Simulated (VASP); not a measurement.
An input for Quantum ESPRESSO's pw.x (written as the equivalent of a VASP run, and not itself run):

```
&CONTROL
  calculation = 'relax'
  pseudo_dir = './pseudo'
  outdir = './out'
  tprnfor = .true.
  tstress = .true.
  nstep = 30
  forc_conv_thr = 3.9e-05
/
&SYSTEM
  ibrav = 0
  nat = 2
  ntyp = 2
  ecutwfc = 92
  occupations = 'smearing'
  smearing = 'gaussian'
  degauss = 0.003675
  input_dft = 'pz'
/
&ELECTRONS
  conv_thr = 7.3e-10
  electron_maxstep = 100
/
&IONS
/
ATOMIC_SPECIES
  Cu 63.546 Cu.upf
  I 126.904 I.upf
CELL_PARAMETERS angstrom
    -0.0000000    2.9305759    2.9305759
     2.9305759   -0.0000000    2.9305759
     2.9305759    2.9305759   -0.0000000
ATOMIC_POSITIONS crystal
  Cu   0.0000000  0.0000000  0.0000000
  I    0.2500000  0.2500000  0.2500000
K_POINTS automatic
  7 7 7 0 0 0
```

Q: Write the VASP files for the same calculation (LDA).

A: This is not unique; one that fits is 
### POSCAR
```
CuI
1
   -0.0000000000     2.9305759412     2.9305759412
    2.9305759412    -0.0000000000     2.9305759412
    2.9305759412     2.9305759412    -0.0000000000
Cu I
1 1
Direct
  0.0000000000   0.0000000000   0.0000000000
  0.2500000000   0.2500000000   0.2500000000
```

KPOINTS:
```
Regular mesh
0
G
  7 7 7
0 0 0
```

**INCAR**
```
ALGO  =  Normal
EDIFF  =  1E-8
EDIFFG  =  -0.001
ENCUT  =  400
IBRION  =  1
ISIF  =  2
ISMEAR  =  0
LASPH  =  .True.
LCHARG  =  .False.
LMAXMIX  =  4
LREAL  =  .False.
LWAVE  =  .False.
NELM  =  100
NSW  =  30
PREC  =  Accurate
SIGMA  =  0.05
SYSTEM  =  CuI
```

POTCAR, in this order: Cu I (LDA.64 set). Program: vasp_std.

What does not carry over: the potentials are each code's own (VASP's PAW set, PseudoDojo norm-conserving files in pw.x), so ENCUT and ecutwfc are chosen apart and not converted; conv_thr bounds pw.x's estimated SCF error, while EDIFF bounds the energy change between steps; forc_conv_thr acts on force components and is met together with etot_conv_thr.

The compound is CuI in the zinc blende structure. It was relaxed first, which changed the volume by -9 %. The start is the result of an earlier pass.
